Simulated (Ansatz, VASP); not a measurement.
# Cross-check of Si2Mo between VASP and Ansatz

Wanted: the spread between two codes on one cell, functional and k mesh. The cell is taken from a series of runs on this material, whose earlier steps may have relaxed, scaled, displaced or heated it; both programs get it as it stands.

Calculated with Ansatz 0.2.0; plane waves, with VASP 6.6.1 beside it; zone-centre phonons at PBEsol.

**1. The structure**

Symmetry: I4/mmm, No. 139, tetragonal system. The conventional cell has a = 3.174 Å, b = 3.174 Å, c = 8.055 Å, α = 90.00°, β = 90.00°, γ = 90.00°. Nearest to Si lie 5 Mo at 2.60 to 2.71 Å and 5 Si at 2.64 Å. Nearest to Mo lie 10 Si at 2.60 to 2.71 Å. Farther neighbours are not listed.

**2. Ansatz: zone-centre phonons, PBEsol**

Ansatz runs on its PAW soft_1 files.

Second derivatives magnify differences that forces hide, and they need a tight electronic threshold.

input.yaml

```yaml
crystal:
  lattice:
    - [-1.5869683166, 1.5869683166, 4.0275931415]
    - [1.5869683166, -1.5869683166, 4.0275931415]
    - [1.5869683166, 1.5869683166, -4.0275931415]
  atoms:
    - { symbol: Si, position: [0.3358944051, 0.3358944051, 0.0] }
    - { symbol: Si, position: [0.6641055949, 0.6641055949, 0.0] }
    - { symbol: Mo, position: [0.0, 0.0, 0.0] }
kpoints:
  mp_grid: { grid: [20, 20, 20] }
hamiltonian:
  xc: pbesol
  pseudopotentials: { kind: paw, azcp: { folder: soft_1 }, xc_functional: pbe }
scf:
  occupations: { method: methfessel_paxton, width: 0.2 }
output:
  eigenvalues: true
phonons:
  method: dfpt
```

Started as:

```console
$ ansatz run input.yaml --threads 4 --pin off --max-ram 10240MiB --backend cpu --events-out ev --progress --plain --runs-dir out
```

Numbers of over 12 decimals in the logs are rounded to 6 here.

Output:

```text
zone centre: on kpoints.mp_grid the ground state, and the responses unless they are solved on pairs of k-points, stand on 1166 of the mesh's 8000 k-points, reduced under 4 symmetry operations, with k and −k counted as one. Each operation leaves every solved displacement unchanged or reverses it
Engine: ansatz 0.2.0, aarch64-unknown-linux-gnu
Pseudopotentials: kind: paw
Pseudopotential: Si, paw, valence charge 4, recommended cutoff 420 eV (normal), soft_1/Si.paw.azcp
Pseudopotential: Mo, paw, valence charge 14, recommended cutoff 420 eV (normal), soft_1/Mo.paw.azcp
Functional definition: PBEsol
  exchange = pbesol_x
  correlation = pbesol_c
Crystal: 3 atoms, lattice volume = 40.573 Å³
Basis set: ecut = 420 eV, 793 PW (Γ), exchange–correlation on 64×64×64 points (8 copies of the dense FFT grid, shifted against one another)
Bands: 15, of which v1, the nominal top of the filled ones, is band 11 counted from 1 (10 counted from 0)
Symmetry: 16 space group operations
k-points: 1166 of 8000 (irreducible under 4 space group operations, time reversal used)
Non-local potential: Si, projectors of the file, l = 0: 2, l = 1: 2, l = 2: 1
Non-local potential: Mo, projectors of the file, l = 0: 3, l = 1: 2, l = 2: 2, l = 3: 1
PAW form: soft (Blöchl's): semilocal exchange-correlation on the pseudo side does not see the compensation charge
PAW frozen core: Si, regenerated for the run's functional, and the local potential with it (the file was generated under x = pbe(κ = 0.804, μ = 0.219515), c = pbe(β = 0.066725))
PAW frozen core: Mo, regenerated for the run's functional, and the local potential with it (the file was generated under x = pbe(κ = 0.804, μ = 0.219515), c = pbe(β = 0.066725))
PAW one-centre angular grid: Si, 110 points (default); XC on 64 Gauss nodes
PAW one-centre angular grid: Mo, 590 points (default); XC on 64 Gauss nodes
Initial density: superposition of atomic densities (chi_scale 0.1, normalization cell, long waves kept (reshape's long-wave potential 0.00 eV rms))
Initial wavefunctions: pseudopotential atomic-orbital guess
Functional: x = pbesol(κ = 0.804, μ = 0.123457), c = pbesol(β = 0.046)
SCF iter   1: F=—  HF=-6143.527074 eV  |F-HF|=—  |Δ(HF+E_count)|=         —  Δρ=9.33e-2  dr2=5.35e0  ethr=3.10e-3  ⟨swp⟩=5.3  Hψ=99922  notcnv=0
preconditioner: auto → Kerker (q_TF=auto, 2.464 Å⁻¹)  [metal: Δε(μ)=0.003 eV  Ē_g=8.049 eV  σ=0.200 eV  W_gap=0.01  n_scr=10 (ndim 8)  ℏωp=21.8 eV  f_vac=0.000  D(μ)=0.83/eV (n_scr^D=2)]
SCF iter   2: F=—  HF=-6142.324476 eV  |F-HF|=—  |Δ(HF+E_count)|=    1.20e0  S|Δr|=    0.00e0  Δρ=3.07e-2  dr2=2.80e-1  ethr=3.10e-3  ⟨swp⟩=2.2  Hψ=43454  notcnv=0  defer=4
SCF iter   3: F=—  HF=-6142.269060 eV  |F-HF|=—  |Δ(HF+E_count)|=   5.54e-2  S|Δr|=    0.00e0  Δρ=1.51e-2  dr2=7.43e-2  ethr=1.27e-3  ⟨swp⟩=2.4  Hψ=23816  notcnv=0  defer=4
SCF iter   4: F=—  HF=-6142.250895 eV  |F-HF|=—  |Δ(HF+E_count)|=   1.82e-2  S|Δr|=    0.00e0  Δρ=2.59e-3  dr2=2.83e-3  ethr=3.38e-4  ⟨swp⟩=2.4  Hψ=25646  notcnv=0  defer=4
SCF iter   5: F=—  HF=-6142.250040 eV  |F-HF|=—  |Δ(HF+E_count)|=   8.56e-4  S|Δr|=    0.00e0  Δρ=2.67e-4  dr2=4.74e-5  ethr=1.29e-5  ⟨swp⟩=2.7  Hψ=28232  notcnv=0  defer=4
SCF iter   6: F=—  HF=-6142.250031 eV  |F-HF|=—  |Δ(HF+E_count)|=   8.88e-6  S|Δr|=    0.00e0  Δρ=2.71e-5  dr2=2.39e-7  ethr=2.15e-7  ⟨swp⟩=2.3  Hψ=23835  notcnv=0  defer=4
SCF iter   7: F=—  HF=-6142.250031 eV  |F-HF|=—  |Δ(HF+E_count)|=   2.57e-7  S|Δr|=    0.00e0  Δρ=4.52e-6  dr2=8.51e-9  ethr=1.09e-9  ⟨swp⟩=2.4  Hψ=28151  notcnv=0  defer=4
SCF iter   8: F=—  HF=-6142.250031 eV  |F-HF|=—  |Δ(HF+E_count)|=   1.39e-9  S|Δr|=    0.00e0  Δρ=6.78e-7  dr2=1.85e-10  ethr=3.87e-11  ⟨swp⟩=2.8  Hψ=29377  notcnv=0  defer=4
SCF iter   9: F=-6142.250031 eV  HF=-6142.250031 eV  |F-HF|=2.73e-12  |Δ(HF+E_count)|=  4.55e-11  S|Δr|=    0.00e0  Δρ=9.22e-8  dr2=3.82e-12  ethr=1.00e-12  ⟨swp⟩=5.4  Hψ=71694  notcnv=0
the search or the solves at the SCF's close seem to have found levels that the self-consistency loop had missed (the run counts 2). By its estimate they hold under 1e-12 electrons; where the run keeps them, the occupations were computed again with them
SCF 1 converged in 9 iterations: F = -6142.250031 eV  dr2 = 3.82e-12
  greatest PAW one-centre occupation: 0.999 electrons in one spin orbital (limit 2), on the Mo atom at site 2 (counted from 0), in its partial waves of l = 0
DFPT response loops at Γ: preconditioner auto → Kerker (q_TF=auto, 2.464 Å⁻¹) (partly filled bands, converged f_vac=0.000); β = 1.00, the filter's whole step (`scf.mixing.beta` (0.50) is not read by the response loops under this deck's `scf.mixing.preconditioner`; to damp them name `kerker` or `kerker_dos`, under which they read `scf.mixing.beta`, and type it under 1.00, their step now; both keys bind the ground state too); Broyden in place of MSR1
SCF converged after 9 iterations
Stability not checked: this state was not tested for a lower state beside it, because cold or Methfessel-Paxton smearing, or corrected tetrahedra, fill the levels in a way that the test cannot read (fill_not_monotonic; see scf.lower_state_search)
Free energy (F): -6142.250031 eV
Harris-Foulkes:  -6142.250031 eV  (|F-HF|=2.73e-12)
Internal energy: -6142.251269 eV  (E = F + TS)
E sigma→0 (E₀):  -6142.250341 eV
Entropy (-TS):   0.001239 eV (0.413 meV/atom)
Fermi energy:    15.792543 eV
--- Per-component energies (eV) ---
  E_band       = -51.148775
  E_kinetic    = 511.122022
  E_local      = -1145.833235  (includes V_loc(G=0)·N_el)
  E_nonlocal   = 194.529226
  E_hartree    = 436.734091
  E_xc         = -291.167997
  E_vxc        = -320.326427  (∫ρ·V_xc dr)
  E_paw        = -4149.825640  (= ΣΔE_a)
  E_vpaw       = -164.108655  (= ΣTr[D̂ρ^β])
  E_aug_tail   = 0.000120  (compensation charges beyond the density's cutoff)
  E_ewald      = -1698.082277
  E_core_change = 0.272421  (= ΣΔE_core)
  E_smearing   = 0.001239  (= −TS)
  E_closure    = 0.000000  (closes the sum)
  Σ components = -6142.250031   (vs F -6142.250031, Δ=0.00e0)
--- Band table (eV; the first three rows and the last of 1166) ---
  k-point 0: bands = [... 7 lower, 12.6094, 13.3027, 13.3027, 16.2549, 18.9842, 19.0703, 19.4247, 19.4247]
  k-point 1: bands = [... 7 lower, 12.6337, 13.0891, 13.5275, 15.9515, 18.7270, 19.1132, 19.2346, 19.4556]
  k-point 2: bands = [... 7 lower, 12.5582, 12.7084, 13.9397, 15.1986, 18.2261, 19.1343, 19.2946, 19.5298]
  k-point 1165: bands = [... 7 lower, 13.5735, 15.1213, 15.1213, 15.5095, 15.5095, 16.3595, 19.8168, 20.5907]
--- Phonons (Γ-DFPT): 4 representative perturbations + reference, on 1166 of 8000 k-points (Σ response iterations 12) ---
  k mesh reduced under 4 symmetry operations, with k and −k counted as one. Each operation leaves every solved displacement unchanged or reverses it
  ASR residual: 4.743e-5 → 0.000e0 eV/Å²; symmetrization residual: 1.762e-6 eV/Å²
  ASR residual per site (eV/Å²): 2.87e-5 2.87e-5 4.74e-5
  Γ frequencies (cm⁻¹): 0.00 0.00 0.00 275.26 275.26 284.41 325.11 325.11 398.27
  non-analytic LO–TO correction: not included (Born effective charges unavailable; polar crystals: no LO–TO splitting at Γ)
```

[end of part 1 of 2]

[Lines on the potential files, build, host, timing and source positions are cut from VASP's logs without a mark.]

[Logs are printed without paths, hosts, clocks, repeated set-up lines and the standing remarks that a program may print on its own settings, such as how far it seeks lower states.]

[Hosts, paths, dates, database ids (printed as entryN), source tags and the programs' standing remarks are cut or masked in the printed files.]
